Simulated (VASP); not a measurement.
Given:

```
PtB
1.0
    2.86000     0.00000     0.00000
    0.00000     2.86000     0.00000
    0.00000     0.00000     2.86000
Pt B
1 1
Direct
  0.00000   0.00000   0.00000
  0.50000   0.50000   0.50000
```

Computed with PBE GGA, VASP's PBE PAW potentials (set 64) (plane waves; VASP). Run with 520 eV cut-off, 11×11×11 Γ-centred mesh, first-order Methfessel-Paxton smearing of 0.10 eV, potentials Pt B.

Energy and stress use the plane-wave basis of the starting cell.

Question: The ions, cell shape and volume are relaxed. Which structure does the run end with?

Answer: 
```
PtB
1.0
    2.80739     0.00000     0.00000
    0.00000     2.80739     0.00000
    0.00000     0.00000     2.80739
Pt B
1 1
Direct
  0.00000   0.00000   0.00000
  0.50000   0.50000   0.50000
```
Space group Pm-3m (221), at a tolerance of 0.03 Å.

Question: How do energy and volume change from the first to the last step?

Answer: The energy (σ→0) changes by -26.6 meV/atom and the volume by -5.4 %, in 4 ionic steps.

The structure was generated: PtB was put into the CsCl type type (Pm-3m), which need not be its known phase. This run relaxes it. Symmetry was kept, so distortions that lower it aren't found. The electron count is odd and the run is not spin-polarised, which forces a metal.
